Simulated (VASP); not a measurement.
```yaml
crystal:
  lattice:
    - [0.00000, 2.93500, 2.93500]
    - [2.93500, 0.00000, 2.93500]
    - [2.93500, 2.93500, 0.00000]
  atoms:
    - { symbol: In, position: [0.00000, 0.00000, 0.00000] }
    - { symbol: P, position: [0.25000, 0.25000, 0.25000] }
```

The numbers are results of PBE GGA, VASP's PBE PAW potentials (set 64) (plane waves; VASP), not measurements. Numerical set-up: 400 eV cut-off, 6×6×6 Γ-centred mesh, Gaussian smearing of 0.050 eV, potentials In_d P.

Q: Give the stress tensor in GPa (positive for a compressed cell).

A: 
```
2.92  0.00  0.00
0.00  2.92  0.00
0.00  0.00  2.92
```
The pressure is its mean diagonal, 2.92 GPa.

The compound is InP in the zinc blende structure. The cell was not relaxed at this level.
